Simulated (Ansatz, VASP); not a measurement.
# One calculation of Al3Pd, two programs

File INCAR:

```
SYSTEM = Al3Pd
  ALGO = Normal
  EDIFF = 1E-7
  ENCUT = 520
  GGA = PS
  ISIF = 2
  ISMEAR = -1
  LASPH = .TRUE.
  LCHARG = .FALSE.
  LREAL = .FALSE.
  LWAVE = .FALSE.
  NBANDS = 18
  NELM = 100
  PREC = Accurate
  SIGMA = 0.05
```

KPOINTS

```
k-points
0
G
  7 7 7
  0 0 0
```

File POSCAR:

```
Al3Pd
1.0
    3.9988489825      0.0000000000      0.0000000000
    0.0000000000      3.9988489825      0.0000000000
    0.0000000000      0.0000000000      3.9988489825
Pd Al
1 3
Direct
    0.0000000000      0.0000000000      0.0000000000
    0.5000000000      0.5000000000      0.0000000000
    0.5000000000      0.0000000000      0.5000000000
    0.0000000000      0.5000000000      0.5000000000
```

input.yaml

```yaml
crystal:
  lattice:
    - [3.9988489825, 0.0, 0.0]
    - [0.0, 3.9988489825, 0.0]
    - [0.0, 0.0, 3.9988489825]
  atoms:
    - { symbol: Pd, position: [0.0, 0.0, 0.0] }
    - { symbol: Al, position: [0.5, 0.5, 0.0] }
    - { symbol: Al, position: [0.5, 0.0, 0.5] }
    - { symbol: Al, position: [0.0, 0.5, 0.5] }
hamiltonian:
  xc: pbesol
  pseudopotentials: { kind: paw }
kpoints:
  mp_grid: { grid: [7, 7, 7] }
scf:
  occupations: { method: fermi_dirac, width: 0.05 }
output:
  forces: true
  stress: true
  eigenvalues: true
  write_density: true
  write_potential: true
  elf: true
  volumetric_format: npy
```

Change from the starting cell: volume scaled by 1.04.

Alike in both runs: task single point; functional PBEsol; k mesh 7 × 7 × 7; occupations fermi-dirac, width 0.05 eV; no spin polarisation.

```csv
,VASP,Ansatz
version,VASP 6.6.1,Ansatz 0.2.0
potentials or method,"VASP PAW PBE potentials, release 64 (Pd, Al)",Ansatz PAW
plane-wave cutoff (eV),520,420
valence electrons in the cell,19,27
```

|  | VASP | Ansatz | Ansatz less VASP |
| --- | --- | --- | --- |
| gap on the k mesh at the Fermi level (eV) | none | none | - |
| pressure (GPa) | -5.7 | -5.8 | -0.04 |

A gap of «none» marks a metal or a gap that the smearing closes. The two sets of potentials don't hold the same shells in valence.

Caveats: the PAW data sets were made with another functional, which shifts forces and pressure a little (VASP); the PAW data sets come from PBE, with cores solved anew for the run's functional, which leaves a small shift of forces and pressure (Ansatz).
